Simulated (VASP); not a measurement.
Method: LDA (Ceperley-Alder, Perdew-Zunger), VASP's LDA PAW potentials (set 64) (plane waves; VASP).

VASP ran on this input.

### KPOINTS
```
Automatic mesh
0
Gamma
12 12 1
0 0 0
```

### INCAR
```
! general
SYSTEM  = PtS2 monolayer
PREC    = Normal
ENCUT   = 400
LREAL   = .False.
LASPH   = .True.

! electronic loop
EDIFF   = 1E-6
NELM    = 100
NELMIN  = 4
ALGO    = Normal
LMAXMIX = 6

! smearing
ISMEAR  = 0
SIGMA   = 0.05

! output
LWAVE   = .False.
LCHARG  = .False.
LORBIT  = 11
LVHAR   = .True.
```

**POSCAR**
```
PtS2 monolayer
33.8638060
  0.1037640348   0.0000000000   0.0000000000
 -0.0518820174   0.0898622924   0.0000000000
  0.0000000000   0.0000000000   0.4999999960
S Pt
2 1
Direct
  0.6666670000   0.3333330000   0.4283509768
  0.3333330000   0.6666670000   0.5716490232
  1.0000000000   0.0000000000   0.5000000000
```

POTCAR, in this order: S Pt (LDA.64 set). Program: vasp_std. Read from the step before: WAVECAR.

The resulting files:

File OUTCAR:
```
 ion  position               nearest neighbor table
   1  0.667  0.333  0.428-   3 2.36   3 2.36   3 2.36
   2  0.333  0.667  0.572-   3 2.36   3 2.36   3 2.36
   3  0.000  0.000  0.500-   1 2.36   2 2.36   1 2.36   2 2.36   1 2.36   2 2.36
  LATTYP: Found a hexagonal cell.
 ALAT       =     3.5138451443
 C/A-ratio  =     4.8186252292
 Subroutine PRICEL returns:
 Original cell was already a primitive cell.
 Subroutine GETGRP returns: Found 12 space group operations
The static configuration has the point symmetry D_3d.
The dynamic configuration has the point symmetry D_3d.
 Subroutine INISYM returns: Found 12 space group operations
 Subroutine IBZKPT returns following result:
 Found     19 irreducible k-points:

 Following reciprocal coordinates:
            Coordinates               Weight
  0.000000  0.000000  0.000000      1.000000
  0.083333  0.000000  0.000000      6.000000
  0.166667  0.000000  0.000000      6.000000
  0.250000  0.000000  0.000000      6.000000
  0.333333  0.000000  0.000000      6.000000
  0.416667  0.000000  0.000000      6.000000
  0.500000  0.000000  0.000000      3.000000
  0.083333  0.083333  0.000000      6.000000
  0.166667  0.083333  0.000000     12.000000
  0.250000  0.083333  0.000000     12.000000
  0.333333  0.083333  0.000000     12.000000
  0.416667  0.083333  0.000000     12.000000
  0.166667  0.166667  0.000000      6.000000
  0.250000  0.166667  0.000000     12.000000
  0.333333  0.166667  0.000000     12.000000
  0.416667  0.166667  0.000000      6.000000
  0.250000  0.250000  0.000000      6.000000
  0.333333  0.250000  0.000000     12.000000
  0.333333  0.333333  0.000000      2.000000
   k-points           NKPTS =     19   k-points in BZ     NKDIM =     19   number of bands    NBANDS=     15
   number of dos      NEDOS =    301   number of ions     NIONS =      3
   total plane-waves  NPLWV =  27216
   dimension x,y,z NGX =    18 NGY =   18 NGZ =   84
   dimension x,y,z NGXF=    36 NGYF=   36 NGZF=  168
   ions per type =               2   1
   PREC   = normal    normal or accurate (medium, high low for compatibility)
   ISTART =      1    job   : 0-new  1-cont  2-samecut
   ICHARG =      0    charge: 1-file 2-atom 10-const
   ISPIN  =      1    spin polarized calculation?
   LNONCOLLINEAR =      F non collinear calculations
   LSORBIT =      F    spin-orbit coupling
   INIWAV =      1    electr: 0-lowe 1-rand  2-diag
   ENCUT  =  400.0 eV  29.40 Ry    5.42 a.u.   5.73  5.73 27.61*2*pi/ulx,y,z
   NELM   =    100;   NELMIN=  4; NELMDL=  0     # of ELM steps
   EDIFF  = 0.1E-05   stopping-criterion for ELM
   LREAL  =      F    real-space projection
   NLSPLINE    = F    spline interpolate recip. space projectors
   LMAXMIX     =    6 max onsite mixed and CHGCAR
   VOSKOWN=      0    Vosko Wilk Nusair interpolation
   EDIFFG = 0.1E-04   stopping-criterion for IOM
   NSW    =      0    number of steps for IOM
   NBLOCK =      1;   KBLOCK =      1    inner block; outer block
   IBRION =     -1    ionic relax: 0-MD 1-quasi-New 2-CG
   NFREE  =      0    steps in history (QN), initial steepest desc. (CG)
   ISIF   =      2    stress and relaxation
   ISYM   =      2    0-nonsym 1-usesym 2-fastsym
   TEIN   =    0.0    initial temperature
   TEBEG  =    0.0;   TEEND  =   0.0 temperature during run
   SMASS  =  -3.00    Nose mass-parameter (am)
   PSTRESS=    0.0 pullay stress
   NELECT =      22.0000    total number of electrons
   EFERMI =   0.00;   METHOD = LEGACY
   ISMEAR =     0;   SIGMA  =   0.05  broadening in eV -4-tet -1-fermi 0-gaus
   IALGO  =     38    algorithm
   LDIAG  =      T    sub-space diagonalisation (order eigenvalues)
   IMIX   =      4    mixing-type and parameters
     AMIX     =   0.40;   BMIX     =  1.00
...
```

### OSZICAR
```
       N       E                     dE             d eps       ncg     rms          rms(c)
DAV:   1    -0.179892640873E+02   -0.17989E+02   -0.46100E-03   633   0.127E+00    0.174E-02
DAV:   2    -0.179892607393E+02    0.33480E-05   -0.62854E-06   766   0.221E-02    0.546E-03
DAV:   3    -0.179892620700E+02   -0.13307E-05   -0.13571E-06   565   0.868E-03    0.216E-03
DAV:   4    -0.179892627982E+02   -0.72813E-06   -0.29571E-07   432   0.458E-03
   1 F= -.17989263E+02 E0= -.17989263E+02  d E =-.426517E-13
```

**OUTCAR**
```
------------------------ aborting loop because EDIFF is reached ----------------------------------------
  FORCE on cell =-STRESS in cart. coord.  units (eV):
  Direction    XX          YY          ZZ          XY          YZ          ZX
  --------------------------------------------------------------------------------------
  Total       -0.0785256     -0.0785256     -0.0626898      0.0000000      0.0000000      0.0000000
  in kB       -0.6948967     -0.6948967     -0.5547604      0.0000000      0.0000000      0.0000000
  external PRESSURE =      -0.6481846 kB  Pullay stress =       0.0000000 kB
  volume of cell :      181.05
      direct lattice vectors                 reciprocal lattice vectors
     3.513845144  0.000000000  0.000000000     0.284588523  0.164307256  0.000000000
    -1.756922572  3.043079237  0.000000000     0.000000000  0.328614513  0.000000000
     0.000000000  0.000000000 16.931902864     0.000000000  0.000000000  0.059060107
 POSITION                                       TOTAL-FORCE (eV/Angst)
 -----------------------------------------------------------------------------------
      1.75692      1.01436      7.25280        -0.000000      0.000000      0.016666
     -0.00000      2.02872      9.67911         0.000000     -0.000000     -0.016666
      0.00000      0.00000      8.46595         0.000000      0.000000      0.000000
 -----------------------------------------------------------------------------------
    total drift:                                0.000000      0.000000      0.000000
  FREE ENERGIE OF THE ION-ELECTRON SYSTEM (eV)
  ---------------------------------------------------
  free  energy   TOTEN  =       -17.9892627982 eV

  energy  without entropy=      -17.9892627982  energy(sigma->0) =      -17.98926280

 total charge

# of ion       s       p       d       tot
------------------------------------------
    1        1.356   2.284   0.000   3.640
    2        1.356   2.284   0.000   3.640
    3        0.717   0.829   8.021   9.568
--------------------------------------------------
tot          3.430   5.396   8.021  16.848
```
(Selected blocks of OUTCAR.)

OUTCAR:
```
 val. band max:       -2.7892868030   @ k =   0.1667   0.1667   0.0000

 cond. band min:      -1.0168537564   @ k =   0.2500   0.0000   0.0000


 Fermi energy:        -2.5440572445

 k-point     1 :       0.0000    0.0000    0.0000
  band No.  band energies     occupation
      1     -17.0960      2.00000
      2     -14.6372      2.00000
      3      -8.7035      2.00000
      4      -8.7035      2.00000
      5      -8.2713      2.00000
      6      -5.8847      2.00000
      7      -5.8847      2.00000
      8      -3.5910      2.00000
      9      -3.5667      2.00000
     10      -3.0614      2.00000
     11      -3.0614      2.00000
     12       0.5821      0.00000
     13       0.5821      0.00000
     14       2.6954      0.00000
     15       2.9316      0.00000

 k-point     2 :       0.0833    0.0000    0.0000
  band No.  band energies     occupation
      1     -17.0026      2.00000
      2     -14.6625      2.00000
      3      -8.6911      2.00000
      4      -8.6455      2.00000
      5      -8.1881      2.00000
      6      -6.0231      2.00000
      7      -5.9574      2.00000
      8      -4.0058      2.00000
      9      -3.4160      2.00000
     10      -3.0165      2.00000
     11      -2.8799      2.00000
     12       0.1015      0.00000
     13       0.4482      0.00000
     14       2.9124      0.00000
     15       3.2224      0.00000

 k-point     3 :       0.1667    0.0000    0.0000
  band No.  band energies     occupation
      1     -16.7333      2.00000
      2     -14.7317      2.00000
      3      -8.6380      2.00000
      4      -8.4900      2.00000
      5      -7.9512      2.00000
      6      -6.4702      2.00000
      7      -6.1031      2.00000
      8      -4.5741      2.00000
      9      -3.1019      2.00000
     10      -2.9951      2.00000
     11      -2.8184      2.00000
     12      -0.7221      0.00000
     13       0.2018      0.00000
     14       3.4089      0.00000
     15       3.6732      0.00000
...
```

Unless said otherwise, spin-orbit coupling is left out, though it shifts the bands of the heavy elements here.

The cell is a sheet with vacuum, built from PtS2 (1T layered).
